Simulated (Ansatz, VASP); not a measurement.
# Fitting the PBEsol energy curve of NbRu3C

Space group Pm-3m (No. 221). a = 4.065 Å, b = 4.065 Å, c = 4.065 Å, α = 90.00°, β = 90.00°, γ = 90.00°
```json
{"atom": "Ru", "site": "3c", "symmetry": "4/mm.m", "x": "0.5000", "y": "0.5000", "z": "0.0000"}
{"atom": "Nb", "site": "1a", "symmetry": "m-3m", "x": "0.0000", "y": "0.0000", "z": "0.0000"}
{"atom": "C", "site": "1b", "symmetry": "m-3m", "x": "0.5000", "y": "0.5000", "z": "0.5000"}
```

The cell comes from a database or a generator and needn't be the stable form of this composition.

The cell was scaled at fixed shape and fractions and run with Ansatz, Ansatz PAW, cutoff 420 eV; PBEsol, k mesh 7 × 7 × 7 on the cell of 5 atoms, fermi-dirac occupations of 0.05 eV, no spin polarisation, no spin-orbit coupling. The potentials were made for PBE. Energies are those that the program minimises, any entropy of the smearing included. For a metal such a mesh isn't converged to the digits shown.

```csv
V (Å³/atom),energy over the lowest row (meV/atom)
12.6294,4.92
12.8981,0.00
13.1669,?
13.4356,21.17
13.7043,45.09
13.9730,76.59
14.2417,114.81
```

Question: Fit the third-order Birch-Murnaghan form, give V0, B0 and B′, and predict the energy left open.

Answer: With y = (V0/V)^(2/3), E = E0 + (9 V0 B0/16) [(y - 1)³ B′ + (y - 1)² (6 - 4y)]. Least squares through the rows shown give V0 = 12.8820 Å³/atom, E0 = -0.03 meV, B0 = 309.0 GPa (1 eV/Å³ = 160.218 GPa) and B′ = 4.58, with a largest miss of 0.02 meV. At V = 13.1669 the form with these constants gives 5.80 meV; the run gave 5.80 meV an atom. Other set-ups at this level, from all their volumes (Å³/atom, GPa): VASP, PBE PAW files C, Nb_sv, Ru_pv, 520 eV (made for PBE): V0 12.886, B0 310.1.
